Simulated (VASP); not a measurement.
Output of a VASP run:

File OSZICAR:
```
       N       E                     dE             d eps       ncg     rms          rms(c)
DAV:   1     0.639213551486E+03    0.63921E+03   -0.29755E+04  4344   0.238E+03
DAV:   2     0.660628667619E+02   -0.57315E+03   -0.55899E+03  3488   0.737E+02
DAV:   3    -0.285307306155E+02   -0.94594E+02   -0.92949E+02  3926   0.171E+02
DAV:   4    -0.339631429606E+02   -0.54324E+01   -0.54103E+01  4104   0.481E+01
DAV:   5    -0.340857189770E+02   -0.12258E+00   -0.12246E+00  4028   0.735E+00    0.850E+00
DAV:   6    -0.332110280333E+02    0.87469E+00   -0.20387E+00  3974   0.118E+01    0.652E+00
DAV:   7    -0.331144896881E+02    0.96538E-01   -0.78463E-01  4082   0.374E+00    0.273E+00
DAV:   8    -0.331052871604E+02    0.92025E-02   -0.10407E-01  3994   0.265E+00    0.543E-01
DAV:   9    -0.331041537755E+02    0.11334E-02   -0.16934E-02  4047   0.128E+00    0.120E-01
DAV:  10    -0.331039095446E+02    0.24423E-03   -0.19976E-03  3775   0.378E-01    0.470E-02
DAV:  11    -0.331040078432E+02   -0.98299E-04   -0.67045E-04  4210   0.134E-01    0.344E-02
DAV:  12    -0.331039861436E+02    0.21700E-04   -0.15337E-04  3711   0.890E-02    0.142E-02
DAV:  13    -0.331039899517E+02   -0.38081E-05   -0.95241E-06  3853   0.202E-02    0.650E-03
DAV:  14    -0.331039890887E+02    0.86299E-06   -0.40752E-06  4108   0.153E-02    0.756E-04
DAV:  15    -0.331039890815E+02    0.72032E-08   -0.59154E-07  3864   0.389E-03    0.100E-03
DAV:  16    -0.331039891017E+02   -0.20136E-07   -0.22213E-08  4612   0.121E-03    0.361E-04
DAV:  17    -0.331039890968E+02    0.48531E-08   -0.15114E-08  4194   0.108E-03    0.319E-04
DAV:  18    -0.331039891051E+02   -0.83019E-08   -0.15559E-09  2526   0.260E-04    0.614E-05
DAV:  19    -0.331039891071E+02   -0.19409E-08   -0.12643E-10  2026   0.812E-05    0.154E-05
DAV:  20    -0.331039891062E+02    0.84947E-09   -0.57854E-11  2017   0.481E-05
   1 F= -.33103989E+02 E0= -.33104079E+02  d E =0.270451E-03
```

**OUTCAR**
```
------------------------ aborting loop because EDIFF is reached ----------------------------------------
  FORCE on cell =-STRESS in cart. coord.  units (eV):
  Direction    XX          YY          ZZ          XY          YZ          ZX
  --------------------------------------------------------------------------------------
  Total       -1.9348541     -1.9348541     -1.8118621      0.0000000     -0.0000000      0.0000000
  in kB      -15.1153200    -15.1153200    -14.1544913      0.0000000     -0.0000000      0.0000000
  external PRESSURE =     -14.7950438 kB  Pullay stress =       0.0000000 kB
  volume of cell :      205.09
      direct lattice vectors                 reciprocal lattice vectors
    -3.002026000  3.002026000  5.689218000     0.000000000  0.166554187  0.087885541
     3.002026000 -3.002026000  5.689218000     0.166554187  0.000000000  0.087885541
     3.002026000  3.002026000 -5.689218000     0.166554187  0.166554187  0.000000000
 POSITION                                       TOTAL-FORCE (eV/Angst)
 -----------------------------------------------------------------------------------
      3.00203      0.00000      2.84461         0.000000      0.000000     -0.000000
      0.00000      0.00000      5.68922         0.000000      0.000000     -0.000000
      0.00000      0.00000      0.00000        -0.000000      0.000000      0.000000
      0.00000      3.00203      2.84461         0.000000      0.000000      0.000000
      1.32822      4.50304      1.42230         0.154589      0.000000     -0.000000
      1.50101      1.67381      4.26691        -0.000000     -0.154589     -0.000000
      1.67381     -1.50101      7.11152        -0.154589      0.000000     -0.000000
      1.50101      1.32822     -1.42230        -0.000000      0.154589     -0.000000
 -----------------------------------------------------------------------------------
    total drift:                               -0.000008     -0.000008     -0.000004
  FREE ENERGIE OF THE ION-ELECTRON SYSTEM (eV)
  ---------------------------------------------------
  free  energy   TOTEN  =       -33.1039891062 eV

  energy  without entropy=      -33.1042595569  energy(sigma->0) =      -33.10407926
```
(Selected blocks of OUTCAR.)

POSCAR:
```
CdGeAs2
1
   -3.0020260000     3.0020260000     5.6892180000
    3.0020260000    -3.0020260000     5.6892180000
    3.0020260000     3.0020260000    -5.6892180000
Cd Ge As
2 2 4
Direct
  0.2500000000   0.7500000000   0.5000000000
  0.5000000000   0.5000000000   0.0000000000
  0.0000000000   0.0000000000   0.0000000000
  0.7500000000   0.2500000000   0.5000000000
  0.8750000000   0.3462200000   0.9712200000
  0.6537800000   0.6250000000   0.5287800000
  0.3750000000   0.9037800000   0.0287800000
  0.0962200000   0.1250000000   0.4712200000
```

Q: Write an INCAR and KPOINTS that could have produced this output.

A: This is not unique; one that fits is the input of the run itself, PBEsol GGA, plane waves, VASP's PBE PAW potentials (set 64).

**KPOINTS**
```
Automatic
0
Gamma
 7 7 7
0 0 0
```

### INCAR
```
SYSTEM = CdGeAs2
PREC = Accurate
ENCUT = 420
EDIFF = 1E-09
NELM = 100
ALGO = Normal
LREAL = .FALSE.
LASPH = .TRUE.
ISMEAR = 1
SIGMA = 0.1
GGA = PS
LMAXMIX = 4
LWAVE = .FALSE.
LCHARG = .FALSE.
ISIF = 2
```

POTCAR, in this order: Cd Ge_d As (PBE.64 set). Program: vasp_std.

The structure comes from a computed database's CdGeAs2 entry; how it stands against other phases isn't given here. The cell was not relaxed at this level. The run is one of a series of settings (EDIFF = 1E-09, ENCUT = 420, KPOINTS 7×7×7 Γ-centred mesh against the base run), some of them coarse on purpose.
